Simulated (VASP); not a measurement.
Input:

```xyz
2
Lattice="1.2339 -2.1373 0.0000 1.2339 2.1373 0.0000 0.0000 0.0000 3.9900" Properties=species:S:1:pos:R:3 pbc="T T T"
Co     1.2339     0.7124     0.9975
Co     1.2339    -0.7124     2.9925
```
Starting moments (μB, in the order of the record's atoms Co Co): 1.6 1.6.

Computed with PBE GGA with D3 dispersion (zero damping), VASP's PBE PAW potentials (set 64) (plane waves; VASP 6.6.1). Settings: 520 eV cut-off, Gaussian smearing of 0.050 eV, potentials Co.

Task: Give the spin-up energies of bands 1 to 12 at the high-symmetry points, in eV from the Fermi level.

Result: 
```json
[
 {"band": "1", "Γ": "-9.08", "M": "-4.89", "K": "-4.42", "A": "-6.80", "L": "-5.11", "H": "-3.93"},
 {"band": "2", "Γ": "-5.26", "M": "-4.84", "K": "-4.01", "A": "-6.80", "L": "-5.11", "H": "-3.93"},
 {"band": "3", "Γ": "-2.64", "M": "-4.58", "K": "-4.01", "A": "-2.96", "L": "-3.84", "H": "-3.80"},
 {"band": "4", "Γ": "-2.62", "M": "-2.79", "K": "-3.72", "A": "-2.96", "L": "-3.84", "H": "-3.80"},
 {"band": "5", "Γ": "-2.62", "M": "-2.56", "K": "-2.90", "A": "-2.69", "L": "-1.79", "H": "-2.98"},
 {"band": "6", "Γ": "-2.29", "M": "-2.54", "K": "-2.90", "A": "-2.69", "L": "-1.79", "H": "-2.98"},
 {"band": "7", "Γ": "-2.29", "M": "-2.19", "K": "-1.92", "A": "-2.69", "L": "-1.03", "H": "-1.89"},
 {"band": "8", "Γ": "-1.93", "M": "-0.64", "K": "-0.88", "A": "-2.69", "L": "-1.03", "H": "-1.89"},
 {"band": "9", "Γ": "-1.93", "M": "-0.54", "K": "-0.88", "A": "-1.10", "L": "-0.54", "H": "-0.72"},
 {"band": "10", "Γ": "-0.78", "M": "-0.48", "K": "-0.76", "A": "-1.10", "L": "-0.54", "H": "-0.72"},
 {"band": "11", "Γ": "-0.78", "M": "1.40", "K": "4.62", "A": "-1.10", "L": "1.66", "H": "5.89"},
 {"band": "12", "Γ": "-0.08", "M": "3.48", "K": "5.50", "A": "-1.10", "L": "1.66", "H": "5.89"}
]
```

Task: Give the spin-down energies of bands 1 to 12 at the high-symmetry points, in eV from the Fermi level.

Result: 
| band | Γ | M | K | A | L | H |
|---|---|---|---|---|---|---|
| 1 | -9.09 | -4.00 | -3.15 | -6.73 | -4.12 | -2.70 |
| 2 | -4.34 | -3.72 | -2.97 | -6.73 | -4.12 | -2.70 |
| 3 | -1.04 | -3.40 | -2.97 | -1.61 | -2.49 | -2.63 |
| 4 | -1.02 | -1.91 | -2.76 | -1.61 | -2.49 | -2.63 |
| 5 | -1.02 | -1.19 | -1.44 | -1.09 | -0.09 | -1.81 |
| 6 | -0.64 | -1.09 | -1.44 | -1.09 | -0.09 | -1.81 |
| 7 | -0.64 | -0.66 | -0.35 | -1.09 | 0.25 | -0.21 |
| 8 | -0.20 | 1.21 | 0.92 | -1.09 | 0.25 | -0.21 |
| 9 | -0.20 | 1.34 | 0.92 | 0.72 | 1.31 | 1.10 |
| 10 | -0.14 | 1.38 | 1.09 | 0.72 | 1.31 | 1.10 |
| 11 | 1.07 | 2.62 | 5.39 | 0.72 | 2.27 | 6.51 |
| 12 | 1.07 | 4.44 | 6.25 | 0.72 | 2.27 | 6.51 |

It has no gap at this level: it comes out as a metal or semimetal.

The compound is Co in the hcp structure. It was relaxed first, which changed the volume by -5 %.
